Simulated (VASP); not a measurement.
Here is the system:

```
CELL_PARAMETERS angstrom
      1.42656     0.82362     4.55794
     -1.42656     0.82362     4.55794
      0.00000    -1.64725     4.55794
ATOMIC_POSITIONS crystal
  Ir 0.00000 0.00000 0.00000
  Au 0.50000 0.50000 0.50000
```

Computed with PBE GGA, VASP's PBE PAW potentials (set 64) (plane waves; VASP). Settings: 300 eV cut-off, 11×11×11 Γ-centred mesh, Fermi-Dirac smearing of 0.10 eV, potentials Ir Au.

At this cut-off the stress carries a Pulay error, which pulls relaxed volumes low.

Q: Give the stress tensor in GPa (positive for a compressed cell).

A: 
```
-3.23   0.00   0.00
 0.00  -3.23   0.00
 0.00   0.00   2.37
```
The pressure is its mean diagonal, -1.36 GPa.

The structure was generated: IrAu was put into an ordered model structure, which need not be its known phase. The cell was not relaxed at this level.
